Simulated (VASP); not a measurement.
**CuI (relaxed from the WC structure, space group P-6m2): computed properties**

Calculation: r2SCAN meta-GGA, VASP's PBE PAW potentials (set 64) (plane waves; VASP 6.6.1).

```json
{
  "space_group": "P-6m2 (187)",
  "cell": "a = b = 3.929 Å, c = 3.692 Å, α = β = 90.00°, γ = 120.00°",
  "volume_per_atom": "24.68 Å³/atom",
  "band gap (over mesh and band path)": "none (metal, semimetal or under 0.01 eV)",
  "band_gap_with_spin_orbit_coupling": "none (metallic)",
  "density": "6.41 g/cm³"
}
```

```yaml
crystal:
  lattice:
    - [3.92877, 0.00000, 0.00000]
    - [-1.96438, 3.40241, 0.00000]
    - [0.00000, 0.00000, 3.69219]
  atoms:
    - { symbol: Cu, position: [0.00000, 0.00000, 0.00000] }
    - { symbol: I, position: [0.66667, 0.33333, 0.50000] }
```

Unless said otherwise, spin-orbit coupling is left out, though it shifts the bands of the heavy elements here.

The structure was generated: CuI was put into the WC type (P-6m2), which need not be its known phase. It was relaxed first, which changed the volume by +9 %. Symmetry was kept, so distortions that lower it aren't found.
